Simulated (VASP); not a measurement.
Set up this calculation in VASP 6.6.1, as the native input.

| Property | Result |
| --- | --- |
| Task | single point |
| Functional | PBE |
| Potentials or basis | VASP PAW PBE potentials, release 64 (Ru_pv, I, N) |
| Cutoff | 520 eV |
| k mesh | 5 × 5 × 5 |
| Occupations | fermi-dirac, width 0.15 eV |
| Spin | no spin polarisation |
| Dipole correction | no |
| Further INCAR settings | ALGO = Fast; EDIFF = 1e-06; NBANDS = 39 |

The structure of RuI2N6 lies in POSCAR:

```
RuI2N6
1.0
    0.0000000000      3.8752410000      3.8752410000
    3.8752410000      0.0000000000      3.8752410000
    3.8752410000      3.8752410000      0.0000000000
Ru I N
1 2 6
Direct
    0.0000000000      0.0000000000      0.0000000000
    0.7500000000      0.7500000000      0.7500000000
    0.2500000000      0.2500000000      0.2500000000
    0.7476920000      0.7476920000      0.2523080000
    0.2523080000      0.7476920000      0.2523080000
    0.7476920000      0.2523080000      0.2523080000
    0.2523080000      0.2523080000      0.7476920000
    0.7476920000      0.2523080000      0.7476920000
    0.2523080000      0.7476920000      0.7476920000
```

The cell comes from a database or a generator and needn't be the stable form of this composition.

These files were run (other wordings do the same):

INCAR

```
SYSTEM = RuI2N6
ALGO = Fast
EDIFF = 1E-6
ENCUT = 520
GGA = PE
ISIF = 2
ISMEAR = -1
LASPH = .TRUE.
LCHARG = .TRUE.
LELF = .TRUE.
LREAL = .FALSE.
LVHAR = .TRUE.
LWAVE = .FALSE.
NBANDS = 39
NELM = 100
PREC = Accurate
SIGMA = 0.15
```

KPOINTS

```
k-points
0
G
  5 5 5
  0 0 0
```

Potentials or basis: VASP PAW PBE potentials, release 64 (Ru_pv, I, N).

Run with:

```console
$ cat potpaw_PBE.64/Ru_pv/POTCAR potpaw_PBE.64/I/POTCAR potpaw_PBE.64/N/POTCAR > POTCAR
$ mpirun -np 1 vasp_std > vasp.out
```

It gave:

The pressure is 0.2 GPa. The largest force is 0.241 eV/Å. The band gap on the k mesh is none (metal or under the smearing width).

Run time: 51 s on 1 thread of AMD EPYC 9R45 96-Core Processor (Zen 5) (shared host), peak memory 0.24 GiB.
